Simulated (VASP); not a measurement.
```
TiC
1.0
    0.00000     2.18419     2.18419
    2.18419     0.00000     2.18419
    2.18419     2.18419     0.00000
Ti C
1 1
Direct
  0.00000   0.00000   0.00000
  0.50000   0.50000   0.50000
```

These are MS2 meta-GGA, VASP's PBE PAW potentials (set 64) (plane waves; VASP) values and carry that method's errors. Numerical set-up: 520 eV cut-off, 14×14×14 Γ-centred mesh, first-order Methfessel-Paxton smearing of 0.10 eV, potentials Ti_sv C.

**Question.** What does the run give for the energy per atom (σ→0), pressure, band gap (on the k-mesh) with the smallest direct gap where there is one?

**Answer.** 
The band gap (on the k-mesh) is none (metal, semimetal or under 0.01 eV) and the energy per atom (σ→0) comes out as -12.709 eV/atom. The pressure is -7.40 GPa.

Only differences to runs with the same potentials and settings are physical.

The compound is TiC in the rock salt structure. This cell is one point of a volume scan, at 1.03 of the reference volume.
